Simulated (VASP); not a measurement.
Input:

```xyz
2
Lattice="1.7809 -3.0846 0.0000 1.7809 3.0846 0.0000 0.0000 0.0000 5.4870" Properties=species:S:1:pos:R:3 pbc="T T T"
Dy     1.7809     1.0282     1.3718
Dy     1.7809    -1.0282     4.1153
```

The numbers are results of PBE GGA with D3 dispersion (zero damping), VASP's PBE PAW potentials (set 64) (plane waves; VASP), not measurements. Run with 520 eV cut-off, 13×13×8 Γ-centred mesh, tetrahedra with Blöchl corrections, potentials Dy_3.

The 4f electrons are frozen in the core of the lanthanide potential, so 4f levels, which can set the real gap, and their magnetism are missing.

Problem. Estimate the energy per atom (σ→0), band gap (on the k-mesh) with the smallest direct gap where there is one.

Solution. 
The band gap (on the k-mesh) comes out as none (metal, semimetal or under 0.01 eV) and the energy per atom (σ→0) is -474.1 kJ/mol of atoms.

Only differences to runs with the same potentials and settings are physical.

The compound is Dy in the hcp structure. It was relaxed first.
